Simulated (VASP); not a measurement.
Consider the following.

```
MgZn
1.0
    4.61022     0.00000     0.00000
    0.00000     3.05743     0.00000
    0.00000     0.00000     4.84972
Mg Zn
2 2
Direct
  0.75000   0.50000   0.19700
  0.25000   0.50000   0.80300
  0.75000   0.00000   0.68007
  0.25000   0.00000   0.31993
```

These are PBEsol GGA, VASP's PBE PAW potentials (set 64) (plane waves; VASP) values and carry that method's errors. Numerical set-up: 400 eV cut-off, Gaussian smearing of 0.050 eV, potentials Mg Zn.

### Question
Give the energies of bands 11 to 17 at the high-symmetry points, in eV from the Fermi level.

### Answer

| band | Γ | X | S | Y | Z | U | R | T |
|---|---|---|---|---|---|---|---|---|
| 11 | -7.15 | -6.92 | -3.47 | -4.89 | -7.11 | -5.77 | -2.35 | -3.92 |
| 12 | -2.85 | -6.92 | -3.47 | -4.34 | -6.80 | -5.77 | -2.35 | -3.22 |
| 13 | -2.45 | -1.03 | -2.42 | 0.86 | -0.74 | -4.79 | -1.76 | -2.96 |
| 14 | -2.09 | -1.03 | -2.42 | 0.89 | 0.16 | -4.79 | -1.76 | -2.15 |
| 15 | -0.04 | 0.25 | 2.15 | 1.09 | 0.24 | 6.33 | -1.49 | 2.38 |
| 16 | 3.90 | 0.25 | 2.15 | 1.10 | 0.49 | 6.33 | -1.49 | 3.64 |
| 17 | 4.34 | 7.08 | 3.66 | 2.67 | 5.39 | 7.71 | 0.93 | 3.67 |

It has no gap at this level: it comes out as a metal or semimetal.

The structure comes from a computed database's MgZn entry (Pmma); how it stands against other phases isn't given here. It was relaxed first.
